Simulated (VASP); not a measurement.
A convergence study with VASP on C (diamond): one setting is varied, all else stays as given below, so the limit is that of these other settings. Each run relaxes cell and ions from the cell shown. The basis is that of the starting cell, so low cut-offs carry a Pulay error.

```
C
1.0
    0.00000     1.78350     1.78350
    1.78350     0.00000     1.78350
    1.78350     1.78350     0.00000
C
2
Direct
  0.00000   0.00000   0.00000
  0.25000   0.25000   0.25000
```

All values below come from PBEsol GGA, VASP's PBE PAW potentials (set 64) (plane waves; VASP). The tightest run used: 800 eV cut-off, 10×10×10 Γ-centred mesh, Gaussian smearing of 0.050 eV, potentials C.

Gaps are read on the run's mesh, which can miss a band edge.

```json
[
 {"setting": "ENCUT = 250", "relaxed volume (Å³/atom)": "5.164", "E (eV/atom)": "-9.8136", "gap on the mesh (eV)": "4.318", "plane waves": "113"},
 {"setting": "ENCUT = 300", "relaxed volume (Å³/atom)": "5.389", "E (eV/atom)": "-9.7169", "gap on the mesh (eV)": "4.102", "plane waves": "144"},
 {"setting": "ENCUT = 350", "relaxed volume (Å³/atom)": "5.504", "E (eV/atom)": "-9.6478", "gap on the mesh (eV)": "4.104", "plane waves": "174"}
]
```

These are the cheaper rows. Estimate the results at ENCUT = 800, and how far the last row shown lies from them.

```tsv
quantity	tightest run	last row shown is off by
relaxed volume (Å³/atom)	5.616	-0.112
E (eV/atom)	-9.6315	-0.0163
gap on the mesh (eV)	4.059	0.046
```

Left out are rungs that failed or repeat a setting and relaxations that didn't move; long series are thinned to 24 rows.

The compound is C in the diamond structure.
